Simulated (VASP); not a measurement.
The input files of a VASP run:

INCAR:
```
ALGO=Normal
ISIF=2
LREAL=.FALSE.
LMAXMIX=4
ISMEAR=0   # Gaussian
LASPH=.TRUE.   # aspherical one-centre terms
LCHARG=.FALSE.
SIGMA=0.05
LWAVE=.FALSE.
PREC=Accurate
NELM=100   # most electronic steps
EDIFF=1E-7
SYSTEM=CsPbBr3
ENCUT=520
GGA=PE   # PBE
```

**POSCAR**
```
CsPbBr3
1
    5.9421311616     0.0000000000     0.0000000000
    0.0000000000     5.9421311616     0.0000000000
    0.0000000000     0.0000000000     5.9421311616
Cs Pb Br
1 1 3
Direct
  0.0000000000   0.0000000000   0.0000000000
  0.5000000000   0.5000000000   0.5000000000
  0.5000000000   0.0000000000   0.5000000000
  0.0000000000   0.5000000000   0.5000000000
  0.5000000000   0.5000000000   0.0000000000
```

KPOINTS:
```
kpoints
0
gamma
4 4 4
0 0 0
```

POTCAR, in this order: Cs_sv Pb_d Br (PBE.64 set). Program: vasp_std.

Problem. Write an equivalent input for Quantum ESPRESSO's pw.x.

Solution. One equivalent input (not run):
```
&CONTROL
  calculation = 'scf'
  pseudo_dir = './pseudo'
  outdir = './out'
  tprnfor = .true.
  tstress = .true.
/
&SYSTEM
  ibrav = 0
  nat = 5
  ntyp = 3
  ecutwfc = 62.5
  occupations = 'smearing'
  smearing = 'gaussian'
  degauss = 0.003675
  input_dft = 'pbe'
/
&ELECTRONS
  conv_thr = 7.3e-09
  electron_maxstep = 100
/
ATOMIC_SPECIES
  Cs 132.905 Cs.upf
  Pb 207.200 Pb.upf
  Br 79.904 Br.upf
CELL_PARAMETERS angstrom
     5.9421312    0.0000000    0.0000000
     0.0000000    5.9421312    0.0000000
     0.0000000    0.0000000    5.9421312
ATOMIC_POSITIONS crystal
  Cs   0.0000000  0.0000000  0.0000000
  Pb   0.5000000  0.5000000  0.5000000
  Br   0.5000000  0.0000000  0.5000000
  Br   0.0000000  0.5000000  0.5000000
  Br   0.5000000  0.5000000  0.0000000
K_POINTS automatic
  4 4 4 0 0 0
```
What does not carry over: the potentials are each code's own (VASP's PAW set, PseudoDojo norm-conserving files in pw.x), so ENCUT and ecutwfc are chosen apart and not converted; conv_thr bounds pw.x's estimated SCF error, while EDIFF bounds the energy change between steps.

The compound is CsPbBr3 in the cubic perovskite structure, the ideal cubic form; the compound distorts at low or room temperature. This cell is one point of a volume scan, at 0.97 of the reference volume.
